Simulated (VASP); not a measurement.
Output of a VASP run:

OSZICAR:
```
       N       E                     dE             d eps       ncg     rms          rms(c)
DAV:   1     0.251304296487E+03    0.25130E+03   -0.22801E+04  1048   0.158E+03
DAV:   2    -0.738802346718E+02   -0.32518E+03   -0.31963E+03  1230   0.363E+02
DAV:   3    -0.941341146228E+02   -0.20254E+02   -0.20196E+02  1242   0.988E+01
DAV:   4    -0.942956366809E+02   -0.16152E+00   -0.16135E+00  1320   0.966E+00
DAV:   5    -0.942967889156E+02   -0.11522E-02   -0.11518E-02  1252   0.758E-01    0.194E+01
DAV:   6    -0.770929013122E+02    0.17204E+02   -0.23926E+01  1526   0.614E+01    0.170E+01
DAV:   7    -0.746532414097E+02    0.24397E+01   -0.30495E+00  1064   0.148E+01    0.834E+00
DAV:   8    -0.800584578710E+02   -0.54052E+01   -0.13201E+00  1094   0.988E+00    0.226E+00
DAV:   9    -0.744894539285E+02    0.55690E+01   -0.13481E+00  1066   0.858E+00    0.185E+00
DAV:  10    -0.758065246521E+02   -0.13171E+01   -0.69498E-01  1060   0.649E+00    0.293E-01
DAV:  11    -0.758076212455E+02   -0.10966E-02   -0.74670E-03  1306   0.672E-01    0.356E-01
DAV:  12    -0.758166817499E+02   -0.90605E-02   -0.12265E-03  1156   0.483E-01    0.216E-01
DAV:  13    -0.758176265694E+02   -0.94482E-03   -0.56843E-03  1368   0.116E+00    0.604E-01
DAV:  14    -0.758226040349E+02   -0.49775E-02   -0.33845E-03  1076   0.444E-01    0.508E-01
DAV:  15    -0.758243718657E+02   -0.17678E-02   -0.12561E-03  1070   0.335E-01    0.445E-01
DAV:  16    -0.758241515675E+02    0.22030E-03   -0.18853E-04  1280   0.116E-01    0.384E-01
DAV:  17    -0.758243673599E+02   -0.21579E-03   -0.71365E-05  1090   0.694E-02    0.347E-01
DAV:  18    -0.758243066482E+02    0.60712E-04   -0.42429E-05  1336   0.734E-02    0.279E-01
DAV:  19    -0.758242668515E+02    0.39797E-04   -0.33016E-05  1260   0.703E-02    0.205E-01
DAV:  20    -0.758242628670E+02    0.39845E-05   -0.94840E-06  1190   0.268E-02    0.180E-01
DAV:  21    -0.758242439204E+02    0.18947E-04   -0.15271E-05  1396   0.432E-02    0.124E-01
DAV:  22    -0.758242282717E+02    0.15649E-04   -0.28838E-05  1408   0.528E-02    0.584E-02
DAV:  23    -0.758242240553E+02    0.42165E-05   -0.12123E-05  1398   0.302E-02    0.223E-02
DAV:  24    -0.758242241333E+02   -0.78030E-07   -0.15187E-06  1168   0.104E-02    0.983E-03
DAV:  25    -0.758242242687E+02   -0.13535E-06   -0.57424E-07  1128   0.570E-03    0.430E-03
DAV:  26    -0.758242242405E+02    0.28131E-07   -0.84240E-08   570   0.243E-03
   1 F= -.75824224E+02 E0= -.75824224E+02  d E =0.000000E+00
       N       E                     dE             ncg
       N       E                     dE             ncg
       N       E                     dE             ncg
```

### OUTCAR
```
------------------------ aborting loop because EDIFF is reached ----------------------------------------
  FORCE on cell =-STRESS in cart. coord.  units (eV):
  Direction    XX          YY          ZZ          XY          YZ          ZX
  --------------------------------------------------------------------------------------
  Total       -0.1517272     -0.1517272     -0.1517272      0.0000000      0.0000000     -0.0000000
  in kB       -2.8625421     -2.8625421     -2.8625421      0.0000000      0.0000000     -0.0000000
  external PRESSURE =      -2.8625421 kB  Pullay stress =       0.0000000 kB
  volume of cell :       84.92
      direct lattice vectors                 reciprocal lattice vectors
     4.395490754  0.000000000  0.000000000     0.227505882  0.000000000  0.000000000
     0.000000000  4.395490754  0.000000000     0.000000000  0.227505882  0.000000000
     0.000000000  0.000000000  4.395490754     0.000000000  0.000000000  0.227505882
 POSITION                                       TOTAL-FORCE (eV/Angst)
 -----------------------------------------------------------------------------------
      0.00000      2.19775      2.19775         0.000000      0.000000      0.000000
      2.19775      0.00000      2.19775         0.000000      0.000000      0.000000
      2.19775      2.19775      0.00000         0.000000      0.000000      0.000000
      0.00000      0.00000      0.00000         0.000000      0.000000      0.000000
      2.19775      0.00000      0.00000         0.000000      0.000000      0.000000
      0.00000      2.19775      0.00000         0.000000      0.000000      0.000000
      0.00000      0.00000      2.19775         0.000000      0.000000      0.000000
      2.19775      2.19775      2.19775         0.000000      0.000000      0.000000
 -----------------------------------------------------------------------------------
    total drift:                                0.000000      0.000000     -0.000000
  FREE ENERGIE OF THE ION-ELECTRON SYSTEM (eV)
  ---------------------------------------------------
  free  energy   TOTEN  =       -75.8242242405 eV

  energy  without entropy=      -75.8242242405  energy(sigma->0) =      -75.82422424

 total charge

# of ion       s       p       d       tot
------------------------------------------
    1        0.124   0.138   0.053   0.315
    2        0.124   0.138   0.053   0.315
    3        0.124   0.138   0.053   0.315
    4        0.354   0.365   9.738  10.457
    5        1.555   3.517   0.000   5.072
    6        1.555   3.517   0.000   5.072
    7        1.555   3.517   0.000   5.072
    8        1.543   3.516   0.000   5.060
--------------------------------------------------
tot          6.933  14.847   9.898  31.678
```
(Selected blocks of OUTCAR.)

**POSCAR**
```
Mg3CdO4
1
    4.3954907542     0.0000000000     0.0000000000
    0.0000000000     4.3954907542     0.0000000000
    0.0000000000     0.0000000000     4.3954907542
Mg Cd O
3 1 4
Direct
  0.0000000000   0.5000000000   0.5000000000
  0.5000000000   0.0000000000   0.5000000000
  0.5000000000   0.5000000000   0.0000000000
  0.0000000000   0.0000000000   0.0000000000
  0.5000000000   0.0000000000   0.0000000000
  0.0000000000   0.5000000000   0.0000000000
  0.0000000000   0.0000000000   0.5000000000
  0.5000000000   0.5000000000   0.5000000000
```

Q: Write an INCAR and KPOINTS that could have produced this output.

A: One answer among several that fit: the input of the run itself, r2SCAN meta-GGA, plane waves, VASP's PBE PAW potentials (set 64).

### INCAR
```
# general
SYSTEM =Mg3CdO4
PREC   =Accurate
ENCUT  =520   # plane-wave cut-off (eV)
LREAL  =.False.
LASPH  =.True.   # aspherical one-centre terms

# electronic loop
EDIFF  =1E-7   # SCF stop (eV)
NELM   =100   # most electronic steps
ALGO   =Normal   # blocked Davidson
LMAXMIX=4   # l cut-off of mixed one-centre charges
LMIXTAU=.True.

# smearing
ISMEAR =-5   # tetrahedra, Bloechl

# functional
METAGGA=R2SCAN

# ions
ISIF   =2

# output
LWAVE  =.False.
LCHARG =.False.
LORBIT =11
NEDOS  =601   # DOS grid

# other
LEFG   =.True.
```

**KPOINTS_OPT**
```
k-points along high-symmetry lines
10
Line-mode
Reciprocal
  0.000000   0.000000   0.000000 ! GAMMA
  0.000000   0.500000   0.000000 ! X

  0.000000   0.500000   0.000000 ! X
  0.500000   0.500000   0.000000 ! M

  0.500000   0.500000   0.000000 ! M
  0.000000   0.000000   0.000000 ! GAMMA

  0.000000   0.000000   0.000000 ! GAMMA
  0.500000   0.500000   0.500000 ! R

  0.500000   0.500000   0.500000 ! R
  0.000000   0.500000   0.000000 ! X

  0.500000   0.500000   0.500000 ! R
  0.500000   0.500000   0.000000 ! M
```

KPOINTS:
```
Automatic mesh
0
Gamma
6 6 6
0 0 0
```

POTCAR, in this order: Mg Cd O (PBE.64 set). Program: vasp_std.

The structure comes from a computed database's Mg3CdO4 entry (Pm-3m); how it stands against other phases isn't given here. It was relaxed first.
